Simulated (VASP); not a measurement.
# TiSn: elastic constants with PBE

TiSn:

```xyz
6
Lattice="5.7260 0.0000 0.0000 -2.8630 4.9589 0.0000 0.0000 0.0000 4.8048" Properties=species:S:1:pos:R:3 pbc="T T T"
Ti   -1.4315    2.4794    0.0000
Ti    2.8630    0.0000    0.0000
Ti    1.4315    2.4794    0.0000
Sn    2.8630    1.6529    2.4024
Sn    0.0000    3.3059    2.4024
Sn    0.0000    0.0000    0.0000
```

The cell was built by a generator and needn't be a form met in nature.

- Program: VASP 6.6.1
- Task: elastic constants
- Functional: PBE
- Potentials or basis: VASP PAW PBE potentials, release 64 (Ti_sv, Sn_d)
- Cutoff: 520 eV
- k mesh: 5 × 5 × 5
- Occupations: gaussian, width 0.1 eV
- Spin: no spin polarisation
- Ions in elastic constants: relaxed
- Further INCAR settings: ALGO = Normal; EDIFF = 1e-08; IBRION = 6; POTIM = 0.015; NSW = 1; ISIF = 3

- Relaxed volume: 22.72 Å³/atom
- Relaxed cell: a = 5.712 Å, b = 5.712 Å, c = 4.825 Å, α = 90.00°, β = 90.00°, γ = 120.00°
- Space group after relaxing (to 0.05 Å): P6/mmm (No. 191)
- Voigt bulk modulus: 86 GPa
- Highest phonon frequency at Γ, LO-TO splitting left out: 258 cm⁻¹

The path:
| step | energy change (eV) | largest force (eV/Å) | pressure (GPa) | volume (Å³) |
| --- | --- | --- | --- | --- |
| 1 | 0.0000 | 0.0000 | -0.07 | 136.43 |
| 2 | -0.0015 | 0.0000 | 0.07 | 136.22 |
| 3 | -0.0015 | 0.0000 | 0.09 | 136.20 |
| 4 | -0.0015 | 0.0000 | -0.06 | 136.44 |
| 5 | -0.0015 | 0.0000 | 0.00 | 136.34 |

Final structure:
```yaml
crystal:
  lattice:
    - [5.71228, 0.00000, 0.00000]
    - [-2.85614, 4.94698, 0.00000]
    - [0.00000, 0.00000, 4.82466]
  atoms:
    - { symbol: Ti, position: [0.00000, 0.50000, 0.00000] }
    - { symbol: Ti, position: [0.50000, 0.00000, 0.00000] }
    - { symbol: Ti, position: [0.50000, 0.50000, 0.00000] }
    - { symbol: Sn, position: [0.66667, 0.33333, 0.50000] }
    - { symbol: Sn, position: [0.33333, 0.66667, 0.50000] }
    - { symbol: Sn, position: [0.00000, 0.00000, 0.00000] }
```

Phonon frequencies in cm⁻¹ (negative: imaginary):
```tsv
q point	frequencies
(0.000, 0.000, 0.000)	0 0 0 74 92 92 110 110 162 162 168 223 223 223 224 224 256 258
```

Elastic tensor in Voigt notation (GPa, in the Cartesian axes of the cell as first typed):
```
145  75  42   0   0   0
 75 145  42   0   0   0
 42  42 162   0   0   0
  0   0   0  49   0   0
  0   0   0   0  49   0
  0   0   0   0   0  35
```

Clamped-ion elastic tensor (GPa):
```
150  70  42   0   0   0
 70 150  42   0   0   0
 42  42 162   0   0   0
  0   0   0  49   0   0
  0   0   0   0  49   0
  0   0   0   0   0  40
```

It took 14 min on 8 MPI ranks on Intel(R) Xeon(R) Platinum 8259CL CPU @ 2.50GHz (Skylake/Cascade Lake), with other jobs on the host, peak memory 0.54 GiB a rank.
